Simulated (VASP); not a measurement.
Here is the system:

```xyz
1
Lattice="-1.6500 1.6500 1.6500 1.6500 -1.6500 1.6500 1.6500 1.6500 -1.6500" Properties=species:S:1:pos:R:3 pbc="T T T"
Nb     0.0000     0.0000     0.0000
```

These are revPBE GGA, VASP's PBE PAW potentials (set 64) (plane waves; VASP) values and carry that method's errors. Run with 520 eV cut-off, 14×14×14 Γ-centred mesh, first-order Methfessel-Paxton smearing of 0.10 eV, potentials Nb_sv.

Energy and stress use the plane-wave basis of the starting cell.

Question: The ions, cell shape and volume are relaxed. Predict the relaxed structure.

Answer: 
```xyz
1
Lattice="-1.6618 1.6618 1.6618 1.6618 -1.6618 1.6618 1.6618 1.6618 -1.6618" Properties=species:S:1:pos:R:3 pbc="T T T"
Nb     0.0000     0.0000     0.0000
```
Space group Im-3m (229), at a tolerance of 0.03 Å.

Question: How do energy and volume change from the first to the last step?

Answer: The energy (σ→0) changes by -4.1 meV/atom and the volume by +2.2 %, in 3 ionic steps.

| step | E(σ→0) (eV) | max force (eV/Å) | pressure (GPa) | volume (Å³) |
|---|---|---|---|---|
| 1 | -9.7991 | 0.000 | 3.53 | 17.97 |
| 2 | -9.7916 | 0.000 | -5.38 | 19.02 |
| 3 | -9.8032 | 0.000 | -0.02 | 18.36 |

The compound is Nb in the bcc structure. This run relaxes it. Symmetry was kept, so distortions that lower it aren't found.
